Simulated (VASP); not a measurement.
# HfB2: structure and properties in VASP, part 2 of 5

Aim: relax HfB2, then compute properties on the relaxed cell. The start is a cell from a database of measured crystal structures.

VASP 6.6.1; r2SCAN with rVV10; plane waves and PAW (Hf_pv, B).

So far. Step 2 (Relaxing cell and atoms (r2SCAN + rVV10)): It ends with forces that vanish by symmetry and a pressure of 0.06 GPa. The volume lies -0.8 % from that of the database's start, which holds the thermal and zero-point expansion of its experiment.

### Step 3. Density, ELF and potential (r2SCAN + rVV10)

The relaxed cell gets a fresh self-consistent run, on a basis set for its own volume, to fix the density and to check the remaining stress.

INCAR

```
SYSTEM = HfB2
PREC = Accurate
ENCUT = 420
EDIFF = 1E-06
NELM = 100
ISMEAR = 0
SIGMA = 0.05
LREAL = .FALSE.
ALGO = Normal
METAGGA = R2SCAN
LUSE_VDW = .TRUE.
IVDW_NL = 2
BPARAM = 11.95
CPARAM = 0.0093
LASPH = .TRUE.
NBANDS = 14
LORBIT = 11
LWAVE = .FALSE.
LCHARG = .TRUE.
ISIF = 2
LELF = .TRUE.
LVHAR = .TRUE.
```

POSCAR

```
HfB2
1.0
    3.1296949394      0.0000000000      0.0000000000
   -1.5648474697      2.7103953236      0.0000000000
    0.0000000000      0.0000000000      3.4765779959
Hf B
1 2
Direct
    0.0000000000      0.0000000000      0.0000000000
    0.3333333333      0.6666666667      0.5000000000
    0.6666666667      0.3333333333      0.5000000000
```

KPOINTS

```
Automatic mesh
0
Gamma
10 10 8
0 0 0
```

The projector-augmented-wave data sets are Hf_pv and B (PBE family, release 64).

Launch:

```sh
$ mpirun -np 2 vasp_std
```

The program printed:

```text
[banner, memory and clock lines left out]
running    2 mpi-ranks, on    1 nodes
 distrk:  each k-point on    2 cores,    1 groups
 distr:  one band on    1 cores,    2 groups

 POSCAR found type information on POSCAR HfB
 POSCAR found :  2 types and       3 ions
 [... a notice as in an earlier step ...]

 [... a notice as in an earlier step ...]

 LDA part: xc-table for (None), standard interpolation
 POSCAR, INCAR and KPOINTS ok, starting setup
 FFT: planning ... GRIDC
 FFT: planning ... GRID_SOFT
 FFT: planning ... GRID
 WAVECAR not read
 entering main loop
       N       E                     dE             d eps       ncg     rms          rms(c)
Total rVV10 correction in eV:      0.1603262    17.5557970
DAV:   1    -0.165954549231E+02   -0.16595E+02   -0.74387E+03  1960   0.954E+02
DAV:   2    -0.666510540015E+02   -0.50056E+02   -0.46668E+02  2524   0.208E+02
DAV:   3    -0.679990049334E+02   -0.13480E+01   -0.13414E+01  2632   0.259E+01
DAV:   4    -0.680056458374E+02   -0.66409E-02   -0.66399E-02  2296   0.226E+00
DAV:   5    -0.680056944085E+02   -0.48571E-04   -0.48568E-04  2584   0.167E-01    0.582E+01
Total rVV10 correction in eV:      0.1602937    17.5557972
DAV:   6    -0.629629226652E+02    0.50428E+01   -0.31472E+00  2452   0.140E+01    0.395E+01
Total rVV10 correction in eV:      0.1595873    17.5557972
DAV:   7    -0.629968424192E+02   -0.33920E-01   -0.12453E+00  2452   0.856E+00    0.915E+00
Total rVV10 correction in eV:      0.1591662    17.5557972
DAV:   8    -0.629260793831E+02    0.70763E-01   -0.28248E-01  2284   0.406E+00    0.239E+00
Total rVV10 correction in eV:      0.1594758    17.5557972
DAV:   9    -0.629244549480E+02    0.16244E-02   -0.15300E-02  2392   0.104E+00    0.340E-01
Total rVV10 correction in eV:      0.1595402    17.5557972
DAV:  10    -0.629246225827E+02   -0.16763E-03   -0.42710E-04  2410   0.166E-01    0.122E-01
Total rVV10 correction in eV:      0.1595706    17.5557972
DAV:  11    -0.629246265347E+02   -0.39520E-05   -0.36193E-05  2500   0.550E-02    0.605E-02
Total rVV10 correction in eV:      0.1595587    17.5557972
DAV:  12    -0.629246266787E+02   -0.14401E-06   -0.17755E-06  2032   0.113E-02
Total rVV10 correction in eV:      0.1595593    17.5557972
Total rVV10 correction in eV:      0.1595580    17.5557972
   1 F= -.62924627E+02 E0= -.62924216E+02  d E =-.821985E-03
```

Elapsed: 42 s, on 2 MPI ranks of AMD EPYC 7R13 (Zen 3), shared host; peak memory 0.32 GiB; 82 s of CPU time.

From OUTCAR (step 3):

```text
  LATTYP: Found a hexagonal cell.
 ALAT       =     3.1296949394
 C/A-ratio  =     1.1108360601

The static configuration has the point symmetry D_6h.

 Found     70 irreducible k-points:

   ENCUT  =  420.0 eV  30.87 Ry    5.56 a.u.   5.23  5.23  5.81*2*pi/ulx,y,z

   NELECT =      16.0000    total number of electrons

 E-fermi :   7.6334

 k-point     1 :       0.0000    0.0000    0.0000
  band No.  band energies     occupation
    ...
      4      -6.9564      2.00000
      5       4.6168      2.00000
      6       4.6734      2.00000
      7       4.7195      2.00000
      8       4.7195      2.00000
      9      12.0494      0.00000
     10      12.0494      0.00000
     11      12.7337      0.00000
     12      12.7337      0.00000
     13      12.9598      0.00000
    ...

 k-point     2 :       0.1000    0.0000    0.0000
  band No.  band energies     occupation
    ...
      4      -6.7281      2.00000
      5       4.0572      2.00000
      6       4.4958      2.00000
      7       4.6940      2.00000
      8       4.8400      2.00000
      9      11.2495      0.00000
     10      11.8670      0.00000
     11      11.8893      0.00000
     12      12.2945      0.00000
     13      13.7278      0.00000
    ...

  Total        0.0032505      0.0032505      0.0015291      0.0000000      0.0000000      0.0000000
  in kB        0.1765923      0.1765923      0.0830703      0.0000000      0.0000000      0.0000000
  external PRESSURE =       0.1454183 kB  Pullay stress =       0.0000000 kB

  energy-cutoff  :      420.00
  volume of cell :       29.49
      direct lattice vectors                 reciprocal lattice vectors
     3.129694939  0.000000000  0.000000000     0.319519959  0.184474935  0.000000000
    -1.564847470  2.710395324  0.000000000     0.000000000  0.368949869  0.000000000
     0.000000000  0.000000000  3.476577996     0.000000000  0.000000000  0.287639167

 POSITION                                       TOTAL-FORCE (eV/Angst)
 -----------------------------------------------------------------------------------
      0.00000      0.00000      0.00000         0.000000      0.000000     -0.000000
     -0.00000      1.80693      1.73829        -0.000000     -0.000000     -0.000000
      1.56485      0.90347      1.73829         0.000000      0.000000      0.000000
 -----------------------------------------------------------------------------------
    total drift:                               -0.000000      0.000000      0.000000

  FREE ENERGIE OF THE ION-ELECTRON SYSTEM (eV)
  ---------------------------------------------------
  free  energy   TOTEN  =       -62.9246266787 eV

  energy  without entropy=      -62.9238046932  energy(sigma->0) =      -62.92421569

 total charge
# of ion       s       p       d       tot
------------------------------------------
    1        0.304   6.600   1.831   8.734
    2        0.680   1.280   0.000   1.959
    3        0.680   1.280   0.000   1.959
--------------------------------------------------
tot          1.663   9.160   1.831  12.653

[... 3 parts as in an earlier step ...]

[... 7 further parts left out ...]
```

Numbers from this step:

- SCF cycles: 12
- free energy (TOTEN): -62.9246 eV
- energy at zero smearing: -62.9242 eV
- pressure: 0.01454 GPa

Valence electrons inside each PAW sphere by angular momentum. Sphere charges, by row:

| atom | s (e) | p (e) | d (e) | tot (e) |
| --- | --- | --- | --- | --- |
| Hf1 | 0.304 | 6.6 | 1.831 | 8.734 |
| B2 | 0.68 | 1.28 | 0 | 1.959 |
| B3 | 0.68 | 1.28 | 0 | 1.959 |

ELF in the ab plane at fractional z = 0.500, with atoms of B within 0.2 Å of it. It is the smooth field of the valence electrons, not physical close to the nuclei.

Ten even steps from '0' (0.01) to '9' (0.86):
```
2235689999865322
2346777777764322
4566543345665433
6675310135766545
7874100147876666
9973000379987678
9973113799975579
9974347999743479
9975579997311379
9876789973000379
7666678741001478
6545667531013576
4334566543345665
2223467777777643
2223568999986532
1224679999976422
```
Columns run along a (3.1 Å), rows up along b (3.1 Å). Atoms in or near the plane, at fractional coordinates: B at (0.33, 0.67), B at (0.67, 0.33).

Electrostatic potential energy in the ab plane at fractional z = 0.500, with atoms of B within 0.2 Å of it. With pseudopotentials it is smooth inside the atoms' cores, unlike the true potential.

Values in eV, 16 rows by 16 columns:
```
  0   0   0  -1  -2  -4  -8 -12 -12  -8  -4  -2  -1   0   0   0
  0   0  -1  -3  -6 -16 -26 -29 -26 -16  -6  -3  -1   0   0   0
  0  -1  -3  -7 -23 -33 -30 -30 -33 -23  -7  -3  -1   0   0   0
 -1  -2  -6 -23 -33 -16  -2 -16 -32 -23  -6  -2  -1  -1  -1  -1
 -3  -4 -16 -33 -16   0   0 -16 -33 -16  -4  -3  -2  -3  -3  -2
 -5  -8 -26 -30  -2   0  -2 -30 -26  -8  -4  -4  -6  -7  -6  -4
 -6 -12 -29 -30 -16 -16 -30 -29 -12  -6  -8 -16 -23 -23 -16  -8
 -6 -12 -26 -33 -32 -33 -26 -12  -6 -12 -26 -33 -32 -33 -26 -12
 -6  -8 -16 -23 -23 -16  -8  -6 -12 -29 -30 -16 -16 -30 -29 -12
 -5  -4  -6  -7  -6  -4  -4  -8 -26 -30  -2   0  -2 -30 -26  -8
 -3  -2  -3  -3  -2  -3  -4 -16 -33 -16   0   0 -16 -33 -16  -4
 -1  -1  -1  -1  -1  -2  -6 -23 -32 -16  -2 -16 -33 -23  -6  -2
  0   0   0   0  -1  -3  -7 -23 -33 -30 -30 -33 -23  -7  -3  -1
  0   0   0   0  -1  -3  -6 -16 -26 -29 -26 -16  -6  -3  -1   0
  0   0   0   0  -1  -2  -4  -8 -12 -12  -8  -4  -2  -1   0   0
  0   0   0   0  -1  -3  -5  -6  -6  -6  -5  -3  -1   0   0   0
```
Columns run along a (3.1 Å; values clipped at the 3rd and 97th percentile), rows up along b (3.1 Å). Atoms in or near the plane, at fractional coordinates: B at (0.33, 0.67), B at (0.67, 0.33).

Valence density in the ab plane at fractional z = 0.500, with atoms of B within 0.2 Å of it. It is the smooth field of the valence electrons, not physical close to the nuclei.

Ten even steps from '_' (0.16 e/Å³) to '@' (0.80 e/Å³):
```
____..::--++%%@@@@%%++--::..____
__..::--++##@@@@@@##++--::..____
..::--++##%%%%%%%%##++--::......
::--++####**++**####++--::::::::
==++##%%**::::**%%##++==--------
**%%@@%%++::++%%@@%%**++++++++++
%%@@@@%%****%%@@@@%%%%########%%
@@@@@@%%##%%@@@@@@@@@@%%##%%@@@@
%%%%########%%%%@@@@%%****%%@@@@
**++++++++++**%%@@%%++::++%%@@%%
==--------==++##%%**::::**%%##++
::::::::::--++####**++**####++--
........::--++##%%%%%%%%##++--::
______..::--++##@@@@@@##++--::..
______..::--++%%@@@@%%++--::..__
______..::==**%%@@%%**==::..____
```
Columns run along a (3.1 Å), rows up along b (3.1 Å). Atoms in or near the plane, at fractional coordinates: B at (0.33, 0.67), B at (0.67, 0.33).

In this run the pressure is 0.01 GPa, small enough to go on.

### Step 4. Band structure (r2SCAN + rVV10)

The mesh alone shows little of the dispersion and can miss band extrema, so KPOINTS_OPT adds a path through the symmetry points after the self-consistent cycle.

INCAR, as its differences from that of step 3:

```diff
@@ -15,8 +15,6 @@
 LASPH = .TRUE.
-NBANDS = 14
+NBANDS = 21
 LORBIT = 11
 LWAVE = .FALSE.
-LCHARG = .TRUE.
-ISIF = 2
-LELF = .TRUE.
-LVHAR = .TRUE.
+LCHARG = .FALSE.
+KPAR = 2
```

POSCAR is that of step 3.

KPOINTS is that of step 3.

KPOINTS_OPT

```
Line mode
16
Line-mode
Reciprocal
  0.00000000   0.00000000   0.00000000 GAMMA
  0.50000000   0.00000000   0.00000000 M

  0.50000000   0.00000000   0.00000000 M
  0.33333333   0.33333333   0.00000000 K

  0.33333333   0.33333333   0.00000000 K
  0.00000000   0.00000000   0.00000000 GAMMA

  0.00000000   0.00000000   0.00000000 GAMMA
  0.00000000   0.00000000   0.50000000 A

  0.00000000   0.00000000   0.50000000 A
  0.50000000   0.00000000   0.50000000 L

  0.50000000   0.00000000   0.50000000 L
  0.33333333   0.33333333   0.50000000 H

  0.33333333   0.33333333   0.50000000 H
  0.00000000   0.00000000   0.50000000 A

  0.50000000   0.00000000   0.50000000 L
  0.50000000   0.00000000   0.00000000 M

  0.33333333   0.33333333   0.00000000 K
  0.33333333   0.33333333   0.50000000 H
```

Launch:

```sh
$ mpirun -np 2 vasp_std
```

The program printed:

```text
[banner, memory and clock lines left out]
running    2 mpi-ranks, on    1 nodes
 distrk:  each k-point on    1 cores,    2 groups
 distr:  one band on    1 cores,    1 groups

 POSCAR found type information on POSCAR HfB
 POSCAR found :  2 types and       3 ions
 [... a notice as in an earlier step ...]

 [... a notice as in an earlier step ...]

 LDA part: xc-table for (None), standard interpolation
 POSCAR, INCAR and KPOINTS ok, starting setup
 FFT: planning ... GRIDC
 FFT: planning ... GRID_SOFT
 FFT: planning ... GRID
 WAVECAR not read
 entering main loop
       N       E                     dE             d eps       ncg     rms          rms(c)
Total rVV10 correction in eV:      0.1603262    17.5557970
Total rVV10 correction in eV:      0.1603262    17.5557970
DAV:   1    -0.841172274540E+01   -0.84117E+01   -0.65388E+03  2964   0.632E+02
DAV:   2    -0.665066237899E+02   -0.58095E+02   -0.54902E+02  3629   0.178E+02
DAV:   3    -0.680021822507E+02   -0.14956E+01   -0.14838E+01  3466   0.205E+01
DAV:   4    -0.680056874625E+02   -0.35052E-02   -0.35050E-02  3206   0.117E+00
DAV:   5    -0.680056949410E+02   -0.74785E-05   -0.74783E-05  3429   0.501E-02    0.582E+01
Total rVV10 correction in eV:      0.1602937    17.5557972
Total rVV10 correction in eV:      0.1602937    17.5557972
DAV:   6    -0.629658875151E+02    0.50398E+01   -0.11575E+00  3060   0.934E+00    0.398E+01
Total rVV10 correction in eV:      0.1596483    17.5557972
Total rVV10 correction in eV:      0.1596483    17.5557972
DAV:   7    -0.629939654287E+02   -0.28078E-01   -0.56572E-01  3285   0.582E+00    0.782E+00
Total rVV10 correction in eV:      0.1591399    17.5557972
Total rVV10 correction in eV:      0.1591399    17.5557972
DAV:   8    -0.629246918986E+02    0.69274E-01   -0.91626E-02  3075   0.260E+00    0.493E-01
Total rVV10 correction in eV:      0.1594598    17.5557972
Total rVV10 correction in eV:      0.1594598    17.5557972
DAV:   9    -0.629245020786E+02    0.18982E-03   -0.79146E-03  3140   0.570E-01    0.251E-01
Total rVV10 correction in eV:      0.1595219    17.5557972
Total rVV10 correction in eV:      0.1595219    17.5557972
DAV:  10    -0.629246015487E+02   -0.99470E-04   -0.19281E-04  3402   0.810E-02    0.157E-01
Total rVV10 correction in eV:      0.1595666    17.5557972
Total rVV10 correction in eV:      0.1595666    17.5557972
DAV:  11    -0.629246242443E+02   -0.22696E-04   -0.42366E-05  3156   0.437E-02    0.740E-02
Total rVV10 correction in eV:      0.1595578    17.5557972
Total rVV10 correction in eV:      0.1595578    17.5557972
DAV:  12    -0.629246269182E+02   -0.26740E-05   -0.10634E-06  2941   0.731E-03    0.690E-03
Total rVV10 correction in eV:      0.1595559    17.5557972
Total rVV10 correction in eV:      0.1595559    17.5557972
DAV:  13    -0.629246263733E+02    0.54490E-06   -0.45517E-07  1673   0.442E-03
Total rVV10 correction in eV:      0.1595612    17.5557972
Total rVV10 correction in eV:      0.1595612    17.5557972
Total rVV10 correction in eV:      0.1595593    17.5557972
Total rVV10 correction in eV:      0.1595593    17.5557972
   1 F= -.62924626E+02 E0= -.62924215E+02  d E =-.822001E-03
 Start KPOINTS_OPT (optional k-point list driver)
k-point batch [1-70\144]
       N       E                     dE             ncg
DAV:   1    -0.433006735828E+04   -0.27750E+05     2961
DAV:   2    -0.844503107062E+04   -0.41150E+04     3532
DAV:   3    -0.855462296172E+04   -0.10959E+03     3520
DAV:   4    -0.855491226862E+04   -0.28931E+00     3273
DAV:   5    -0.855491309896E+04   -0.83034E-03     3479
DAV:   6    -0.855491310218E+04   -0.32205E-05     2871
DAV:   7    -0.855491310231E+04   -0.13332E-06     2617
[...]
k-point batch [141-144\144]
       N       E                     dE             ncg
DAV:   1     0.397730874590E+05   -0.29618E+04      168
DAV:   2     0.395179351877E+05   -0.25515E+03      203
DAV:   3     0.395110721143E+05   -0.68631E+01      188
DAV:   4     0.395110575353E+05   -0.14579E-01      173
DAV:   5     0.395110574995E+05   -0.35814E-04      188
DAV:   6     0.395110574994E+05   -0.12878E-06      141
```

The job ended after 1.7 min (2 MPI ranks; peak memory 0.44 GiB; 3.4 min of CPU time).

From OUTCAR (step 4):

```text
The static configuration has the point symmetry D_6h.

 Found     70 irreducible k-points:

   k-points           NKPTS =     70   k-points in BZ     NKDIM =     70   number of bands    NBANDS=     21

   NELECT =      16.0000    total number of electrons

 E-fermi :   7.6332

 k-point     1 :       0.0000    0.0000    0.0000
  band No.  band energies     occupation
    ...
      4      -6.9563      2.00000
      5       4.6166      2.00000
      6       4.6735      2.00000
      7       4.7195      2.00000
      8       4.7195      2.00000
      9      12.0489      0.00000
     10      12.0489      0.00000
     11      12.7335      0.00000
     12      12.7335      0.00000
     13      12.9600      0.00000
    ...

 k-point     2 :       0.1000    0.0000    0.0000
  band No.  band energies     occupation
    ...
      4      -6.7280      2.00000
      5       4.0573      2.00000
      6       4.4959      2.00000
      7       4.6940      2.00000
      8       4.8399      2.00000
      9      11.2494      0.00000
     10      11.8669      0.00000
     11      11.8888      0.00000
     12      12.2940      0.00000
     13      13.7279      0.00000
    ...

  Total        0.0099350      0.0099350      0.0065218      0.0000000      0.0000000      0.0000000
  in kB        0.5397516      0.5397516      0.3543168      0.0000000      0.0000000      0.0000000
  external PRESSURE =       0.4779400 kB  Pullay stress =       0.0000000 kB

 POSITION                                       TOTAL-FORCE (eV/Angst)
 -----------------------------------------------------------------------------------
      0.00000      0.00000      0.00000        -0.000000      0.000000     -0.000000
     -0.00000      1.80693      1.73829        -0.000000      0.000000      0.000000
      1.56485      0.90347      1.73829         0.000000     -0.000000     -0.000000
 -----------------------------------------------------------------------------------
    total drift:                               -0.000000      0.000000      0.000000

  FREE ENERGIE OF THE ION-ELECTRON SYSTEM (eV)
  ---------------------------------------------------
  free  energy   TOTEN  =       -62.9246263733 eV

  energy  without entropy=      -62.9238043726  energy(sigma->0) =      -62.92421537

[... 8 parts as in an earlier step ...]

[... 5 further parts left out ...]
```

Spin-orbit coupling is off here; with elements this heavy it splits and shifts levels by tenths of an eV or more.

This step gave:

- SCF cycles: 13
- bands: 21
- pressure: 0.04779 GPa

Electronic bands along the path, in eV, zero at the Fermi level; # counts the bands kept, so #1 is VASP's band 4:

| point | #2 | #3 | #4 | #5 | #6 | #7 | #8 | #9 |
| --- | --- | --- | --- | --- | --- | --- | --- | --- |
| Γ | -3.02 | -2.96 | -2.91 | -2.91 | 4.42 | 4.42 | 5.10 | 5.10 |
| 0.47 of the way | -5.58 | -3.67 | -3.12 | -2.25 | 2.31 | 3.72 | 4.21 | 4.25 |
| M | -9.68 | -4.28 | -3.56 | -2.88 | 2.31 | 3.03 | 6.06 | 6.17 |
| 0.47 of the way | -9.50 | -5.66 | -3.92 | -0.84 | -0.32 | 3.81 | 5.51 | 6.31 |
| K | -8.84 | -8.04 | -2.65 | -2.65 | 1.92 | 1.92 | 3.85 | 10.09 |
| 0.47 of the way | -6.35 | -4.64 | -3.83 | -1.02 | 1.46 | 1.67 | 5.16 | 6.84 |
| Γ | -3.02 | -2.96 | -2.91 | -2.91 | 4.42 | 4.42 | 5.10 | 5.10 |
| 0.47 of the way | -6.23 | -2.36 | -2.36 | 0.09 | 1.78 | 1.78 | 3.46 | 3.46 |
| A | -8.76 | -1.12 | -1.12 | 0.50 | 0.50 | 1.22 | 1.22 | 2.52 |
| 0.47 of the way | -7.13 | -5.03 | -3.77 | -1.54 | 2.88 | 2.91 | 3.43 | 4.55 |
| L | -7.98 | -5.13 | -4.87 | -2.88 | 4.30 | 4.58 | 6.70 | 7.66 |
| 0.47 of the way | -8.41 | -5.48 | -4.29 | -3.04 | 4.76 | 5.62 | 6.93 | 7.54 |
| H | -9.68 | -5.78 | -3.33 | -3.33 | 4.96 | 5.93 | 7.40 | 7.40 |
| 0.47 of the way | -6.23 | -6.09 | -4.70 | -2.36 | 3.50 | 4.46 | 4.52 | 5.33 |
| A | -8.76 | -1.12 | -1.12 | 0.50 | 0.50 | 1.22 | 1.22 | 2.52 |
| jump to L | -7.98 | -5.13 | -4.87 | -2.88 | 4.30 | 4.58 | 6.70 | 7.66 |
| 0.47 of the way | -9.25 | -4.54 | -3.48 | -3.42 | 1.66 | 5.30 | 6.45 | 7.22 |
| M | -9.68 | -4.28 | -3.56 | -2.88 | 2.31 | 3.03 | 6.06 | 6.17 |
| jump to K | -8.84 | -8.04 | -2.65 | -2.65 | 1.92 | 1.92 | 3.85 | 10.09 |
| 0.53 of the way | -9.32 | -6.91 | -3.14 | -3.14 | 4.48 | 4.48 | 4.59 | 7.61 |
| H | -9.68 | -5.78 | -3.33 | -3.33 | 4.96 | 5.93 | 7.40 | 7.40 |

Of the projections kept (Hf, B), the largest for each band there; the rest of the weight can lie on other orbitals:

| point | #2 | #3 | #4 | #5 | #6 | #7 | #8 | #9 |
| --- | --- | --- | --- | --- | --- | --- | --- | --- |
| Γ | Hf 0.97 | B 0.65 | B 0.62 | B 0.62 | Hf 1.00 | Hf 1.00 | Hf 0.68 | Hf 0.68 |
| M | B 0.78 | Hf 0.57 | B 0.87 | Hf 0.87 | B 0.80 | Hf 1.00 | Hf 0.73 | Hf 0.95 |
| K | B 0.76 | B 0.65 | Hf 0.59 | Hf 0.59 | Hf 0.78 | Hf 0.78 | Hf 0.86 | Hf 0.62 |
| Γ | Hf 0.97 | B 0.65 | B 0.62 | B 0.62 | Hf 1.00 | Hf 1.00 | Hf 0.68 | Hf 0.68 |
| A | Hf 0.60 | B 1.00 | B 1.00 | Hf 0.76 | Hf 0.76 | Hf 1.00 | Hf 1.00 | Hf 0.88 |
| L | B 0.79 | B 0.69 | Hf 0.75 | Hf 0.57 | B 0.71 | Hf 0.96 | Hf 1.00 | Hf 0.79 |

The electronic bands as a text plot (rows in eV, shown from -8.0 to 5.4 only):

```
    5.1 |     *  **  *    * **         *    ***  *      *      **
    4.5 |*****   * *    *  **        * *****   * *           **
    4.0 | ***       *    *** **       ***       * *      *  *
    3.4 | *  ** * *                 ***          **   *   *  *
    2.9 |  * ***         **    *   ***            ***      *
    2.3 |   *  **  *    **    * *** *              * * *  ***
    1.7 |           ** **      *   *               *    **
    1.2 |          * **         ***                 **
    0.6 |        *    **       * **                 **
    0.1 |                          *
   -0.5 |         *   **            *              *
   -1.0 |                     *  **
   -1.6 |        *   *  **      * *  *            * **
   -2.2 |   **     *         * *   *  *          *  *
   -2.7 |***  ***   *     *****    *   ****     *  *  *   ***
   -3.3 |******    * *    ***       *      *****   *   ***   ****
   -3.8 | * ** ****   ****   *      **      * *   *    * ***
   -4.4 |  *  ***       * *           *    *   *        * **
   -4.9 |        *     *             * ****     ***   **
   -5.5 |   *            *    *        *  *** ***
   -6.1 |         *   * *             *      *   *             **
   -6.6 |    *         *       *
   -7.2 |          * *               * *        * *          **
   -7.7 |     *       *         *   *   **     *            *
         Γ      M   K       Γ     A      L   H      A|L   M|K   H
```

There is no gap at this level.

(Continued in part 3 of 5.)

[Lines on the potential files, build, host, timing and source positions are cut from VASP's logs without a mark.]

[Logs are printed without paths, hosts, clocks, repeated set-up lines and the standing remarks that a program may print on its own settings, such as how far it seeks lower states.]

[Hosts, paths, dates, database ids (printed as entryN), source tags and the programs' standing remarks are cut or masked in the printed files.]

[A measured line is paired with the nearest computed mode of its activity, which favours agreement.]
